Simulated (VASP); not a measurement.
Runs of VASP 6.6.1 on SiSe2H2. The cell holds a molecule in a box, 5 atoms: a = 12.000 Å, b = 12.000 Å, c = 12.000 Å, α = 90.00°, β = 90.00°, γ = 90.00°. 

```tsv
task	level	potentials or basis	cell	cutoff (eV)	gap on the mesh (eV)	largest force (eV/Å)
relaxation of the atoms	LDA	VASP PAW LDA potentials, release 64 (Si, Se, H_h)	atoms relaxed	900	(a)	0.02
atomic charges	PBE+TS	VASP PAW PBE potentials, release 64 (Si, Se, H)	as given	520	1.97	0.49
relaxation of the atoms	BLYP+D3(BJ)	VASP PAW PBE potentials, release 64 (Si, Se, H_h)	atoms relaxed	900	1.67	-
single point	PBE	VASP PAW PBE potentials, release 64 (Si, Se, H)	as given	520	1.97	0.47
electron localisation function	PBE	VASP PAW PBE potentials, release 64 (Si, Se, H)	as given	520	1.97	0.47
```

Alike in all rows: no spin polarisation; k mesh 1 × 1 × 1; smearing gaussian 0.01 eV.

Fill in the values left out.

(a) 1.91.

Caveats: the PAW data sets were made with another functional, which shifts forces and pressure a little (some runs).

A k mesh can miss the band edges, and the runs leave out spin-orbit coupling on Se.

Not every run made on this cell is shown here.
